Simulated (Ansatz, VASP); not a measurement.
# Cross-check of Sn between VASP and Ansatz, part 2 of 2

One calculation is typed for both programs; each brings its own data sets. How far apart do they land? The cell is taken from a series of runs on this material, whose earlier steps may have relaxed, scaled, displaced or heated it; both programs get it as it stands.

VASP 6.6.1 and Ansatz 0.2.0.

So far: The starting structure; VASP: zone-centre phonons, LDA, pair 1; Ansatz: zone-centre phonons, LDA, pair 1; Side by side.

### 5. Ansatz: zone-centre phonons, LDA, pair 2

Level of this step: Ansatz beside VASP: Kohn-Sham DFT, plane waves, LDA (Ansatz).

Second derivatives magnify differences that forces hide, and they need a tight electronic threshold. The cell compared in this pair holds 67.14 Å³, against 66.46 Å³ for the pair before.

The cell is taken from a series of runs on this material, whose earlier steps may have relaxed, scaled, displaced or heated it; both programs get it as it stands.

File input.yaml:

```yaml
crystal:
  lattice:
    - [0.0, 3.2259045184, 3.2259045184]
    - [3.2259045184, 0.0, 3.2259045184]
    - [3.2259045184, 3.2259045184, 0.0]
  atoms:
    - { symbol: Sn, position: [0.5, 0.5, 0.5] }
    - { symbol: Sn, position: [0.75, 0.75, 0.75] }
kpoints:
  mp_grid: { grid: [12, 12, 12] }
hamiltonian:
  xc: lda
  pseudopotentials: { kind: paw, azcp: { folder: soft_1 }, xc_functional: pbe }
scf:
  occupations: { method: methfessel_paxton, width: 0.2 }
output:
  eigenvalues: true
phonons:
  method: dfpt
```

Command:

```bash
> ansatz run input.yaml --threads 4 --pin off --max-ram 10240MiB --backend cpu --events-out ev --progress --plain --runs-dir out
```

Numbers of over 12 decimals in the logs are rounded to 6 here.

Log:

```text
[...]
Crystal: 2 atoms, lattice volume = 67.140 Å³
Basis set: ecut = 420 eV, 1363 PW (Γ), exchange–correlation on 64×64×64 points (8 copies of the dense FFT grid, shifted against one another)
Bands: 18, of which v1, the nominal top of the filled ones, is band 14 counted from 1 (13 counted from 0)
Symmetry: 48 space group operations
k-points: 163 of 1728 (irreducible under 8 space group operations, time reversal used)
[...]
k-point 1: bands = [... 10 lower, -2.9419, 6.1654, 7.7164, 7.7164, 8.2617, 10.1133, 10.1133, 10.2192]
  k-point 2: bands = [... 10 lower, -2.7393, 4.8945, 7.4072, 7.4072, 8.2707, 10.5030, 10.5030, 11.1050]
  k-point 162: bands = [... 10 lower, 0.1939, 0.1939, 4.6560, 4.6560, 11.1842, 11.1842, 11.7800, 11.7800]
[...]
ASR residual: 1.290e-5 → 0.000e0 eV/Å²; symmetrization residual: 1.821e-12 eV/Å²
  ASR residual per site (eV/Å²): 1.29e-5 1.29e-5
  Γ frequencies (cm⁻¹): 0.00 0.00 0.00 186.47 186.47 186.47
[...]
[key lines of the parts left out:]
SCF converged after 10 iterations
Free energy (F): -11759.148267 eV
Fermi energy:    7.759943 eV
```

### 6. VASP: zone-centre phonons, LDA, pair 2

The same cell, functional (in two slightly different forms), mesh and smearing now go to VASP, with its own data sets.

File INCAR:

```
SYSTEM = Sn
PREC = Accurate
ENCUT = 500
EDIFF = 1E-08
NELM = 120
ISMEAR = 1
SIGMA = 0.2
LREAL = .FALSE.
ALGO = Normal
GGA = CA
NBANDS = 20
LORBIT = 11
LWAVE = .FALSE.
LCHARG = .FALSE.
ISIF = 2
IBRION = 8
LASPH = .TRUE.
GGA_COMPAT = .FALSE.
KPAR = 2
```

File POSCAR:

```
Sn
1.0
    0.0000000000      3.2259045184      3.2259045184
    3.2259045184      0.0000000000      3.2259045184
    3.2259045184      3.2259045184      0.0000000000
Sn
2
Direct
    0.5000000000      0.5000000000      0.5000000000
    0.7500000000      0.7500000000      0.7500000000
```

File KPOINTS:

```
Automatic mesh
0
Gamma
12 12 12
0 0 0
```

PAW data sets: Sn_d (LDA family, release 64).

Command:

```bash
> mpirun -np 2 vasp_std
```

Log:

```text
[... set-up lines as in an earlier step ...]
 entering main loop
       N       E                     dE             d eps       ncg     rms          rms(c)
DAV:   1     0.222046371865E+03    0.22205E+03   -0.14829E+04  2896   0.201E+03
DAV:   2     0.146088946640E+02   -0.20744E+03   -0.20354E+03  2888   0.442E+02
DAV:   3    -0.831145241659E+01   -0.22920E+02   -0.22764E+02  3280   0.143E+02
DAV:   4    -0.904777108100E+01   -0.73632E+00   -0.73590E+00  3260   0.290E+01
[...]
DAV:  10    -0.894117078708E+01   -0.21561E-06   -0.14196E-05  3852   0.426E-02    0.405E-03
DAV:  11    -0.894117114621E+01   -0.35913E-06   -0.11003E-06  3128   0.702E-03    0.161E-03
DAV:  12    -0.894117114399E+01    0.22178E-08   -0.53655E-08  3212   0.209E-03
   1 F= -.89411711E+01 E0= -.89409858E+01  d E =-.555999E-03
 Linear response reoptimize wavefunctions to high precision
DAV:   1    -0.894117114547E+01   -0.14779E-08   -0.57409E-09  2952   0.617E-04
DAV:   2    -0.894117114550E+01   -0.32742E-10   -0.31069E-10  1836   0.174E-04
 Linear response DOF=           1
 Linear response progress:
  Degree of freedom:   1/  1
       N       E                     dE             d eps       ncg     rms          rms(c)
RMM:   1    -0.216378255942E+00   -0.21638E+00    0.61155E-01 14045   0.103E+01
RMM:   2    -0.223228130257E+00   -0.68499E-02   -0.20404E-02 19614   0.120E+00    0.713E-02
RMM:   3    -0.223418842668E+00   -0.19071E-03   -0.16872E-03 20589   0.331E-01    0.332E-02
RMM:   4    -0.223343977702E+00    0.74865E-04   -0.11729E-04 20581   0.100E-01    0.110E-02
[...]
RMM:  14    -0.223342962117E+00    0.12219E-07    0.28084E-08 22000   0.433E-05    0.104E-06
RMM:  15    -0.223342948181E+00    0.13936E-07    0.16775E-08 21557   0.390E-05    0.662E-07
RMM:  16    -0.223342953499E+00   -0.53182E-08    0.16871E-08 17064   0.362E-05    0.510E-07
 first order change of Fermi-energy   0.75972E-04
 force on displaced ion       1 direction 1 :  -7.708   0.000   0.000
 Linear response finished
```

OUTCAR, selected parts (step 6):

```text
  Total        0.1983154      0.1983154      0.1983154      0.0000000      0.0000000      0.0000000
  in kB        4.7324106      4.7324106      4.7324106      0.0000000      0.0000000      0.0000000
  external PRESSURE =       4.7324106 kB  Pullay stress =       0.0000000 kB

 POSITION                                       TOTAL-FORCE (eV/Angst)
 -----------------------------------------------------------------------------------
      3.22590      3.22590      3.22590        -0.000000      0.000000      0.000000
      4.83886      4.83886      4.83886         0.000000     -0.000000     -0.000000
 -----------------------------------------------------------------------------------
    total drift:                                0.000000      0.000000      0.000000

[... 1 part as in an earlier step ...]

[... 1 further part left out ...]
```

### 7. Comparison

The two programs side by side:

```csv
quantity,Ansatz,VASP,difference
optical mode 1 to 3 (cm⁻¹),186.5,187.9,-0.77 %
```

Modes are paired by rising frequency, not by their patterns, so a pair may set unlike modes beside each other; they are those without the splitting of longitudinal modes.

### 8. Results

| Quantity | Value |
| --- | --- |
| r.m.s. difference of the optical zone-centre modes, each program's sorted by frequency (zone-centre phonons, LDA, pair 1) | 1.5 cm⁻¹ |
| difference in optical mode 1 to 3 (zone-centre phonons, LDA, pair 1) | -0.8 % |
| r.m.s. difference of the optical zone-centre modes, each program's sorted by frequency (zone-centre phonons, LDA, pair 2) | 1.4 cm⁻¹ |
| difference in optical mode 1 to 3 (zone-centre phonons, LDA, pair 2) | -0.8 % |

In words: The r.m.s. difference of the optical zone-centre modes, each program's sorted by frequency is 1.5 cm⁻¹ (zone-centre phonons, LDA, pair 1). Among the rows given in per cent, the largest difference of the zone-centre phonons, LDA, pair 1 pair is in optical mode 1 to 3, -0.8 %. Among the rows given in per cent, the largest difference of the zone-centre phonons, LDA, pair 2 pair is in optical mode 1 to 3, -0.8 %. How closely two codes agree says nothing of how well the functional describes the real material.

[Lines on the potential files, build, host, timing and source positions are cut from VASP's logs without a mark.]

[Logs are printed without paths, hosts, clocks, repeated set-up lines and the standing remarks that a program may print on its own settings, such as how far it seeks lower states.]

[Hosts, paths, dates, database ids (printed as entryN), source tags and the programs' standing remarks are cut or masked in the printed files.]
